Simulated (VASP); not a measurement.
Here is a VASP 6.6.1 calculation.

File INCAR:

```
PREC = Accurate ; ENCUT = 450
EDIFF = 1E-5 ; ISMEAR = 0
SIGMA = 0.03 ; LREAL = Auto
LASPH = True ; NELM = 120
ALGO = Normal ; ISIF = 2
LWAVE = False ; LCHARG = False
ISPIN = 2 ; MAGMOM = 2 0 0 0 0 0 0 0 0 0 0 0 0 0 0 0 0 0 0 0 0 0 0 0
LORBIT = 11 ; NUPDOWN = 2
LMAXMIX = 4 ; LDAU = True
LDAUTYPE = 2 ; LDAUL = 2 -1
LDAUU = 4 0 ; LDAUJ = 0 0
LDAUPRINT = 1 ; GGA = PS
IBRION = 2 ; NSW = 60
EDIFFG = -0.03 ; ISYM = 0
KPAR = 4
```

File KPOINTS:

```
Automatic mesh
0
Gamma
  3 4 4
```

File POSCAR:

```
FeC23
1.0
    0.0000000000      5.3503200000      5.3503200000
    3.5668800000      0.0000000000      3.5668800000
    3.5668800000      3.5668800000      0.0000000000
Fe C
1 23
Direct
    0.0015940000     -0.0072120000     -0.0095050000
    0.0025250000     -0.0067170000      0.5108820000
    0.0078370000      0.4957910000     -0.0032430000
    0.0006120000      0.5021710000      0.5046670000
    0.3318910000      0.0052250000      0.0037550000
    0.3347420000      0.0089430000      0.4913360000
    0.3330570000      0.5009720000     -0.0107880000
    0.3440070000      0.5023800000      0.4847400000
    0.6556270000      0.0043510000      0.0083080000
    0.6716790000     -0.0043130000      0.5030580000
    0.6607670000      0.5096790000      0.0004540000
    0.6654280000      0.4940170000      0.5009270000
    0.0975260000      0.1060700000      0.1278990000
    0.0878570000      0.1247040000      0.6183220000
    0.0813200000      0.6189570000      0.1263670000
    0.0759830000      0.6315270000      0.6263370000
    0.4096550000      0.1363390000      0.1235610000
    0.4103090000      0.1329750000      0.6224700000
    0.4143720000      0.6314260000      0.1210950000
    0.4223900000      0.6152760000      0.6265110000
    0.7433560000      0.1389270000      0.1168050000
    0.7504580000      0.1314330000      0.6295470000
    0.7415780000      0.6258430000      0.1334850000
    0.7453650000      0.6315470000      0.6263150000
```

Potentials or basis: VASP PAW PBE potentials, release 64 (Fe, C).

The run is started by

```sh
$ cat potpaw_PBE.64/Fe/POTCAR potpaw_PBE.64/C/POTCAR > POTCAR
$ mpirun -np 4 vasp_std > vasp.out
```

(1) Predict the energy gained by relaxing.

Answers

(1) 169.1 meV/atom.

Caveat: the k mesh is coarse (spacing up to 0.38 Å⁻¹), so the values aren't converged; the total moment is fixed, so each spin has its own Fermi level; the U is typed as a test and isn't derived for this compound.
